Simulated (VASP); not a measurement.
Calculation: r2SCAN meta-GGA, VASP's PBE PAW potentials (set 64) (plane waves; VASP). For the first row: Settings: 400 eV cut-off, 9×9×6 Γ-centred mesh, tetrahedra with Blöchl corrections, potentials V_sv Si.

```
system                     energy (eV/atom)
-------------------------  ----------------
VSi2 (space group P6_222)          -11.0184
V (bcc)                            -14.1347
Si (diamond)                        -8.7749
```

The references are the elements' solids at the same level; no temperature or zero-point terms are added.

Problem. What is the formation energy per atom of VSi2?

Solution. The references average (3×(-14.1347) + 6×(-8.7749))/9 = -10.5615 eV, so the formation energy is -11.0184 − (-10.5615) = -0.457 eV/atom.
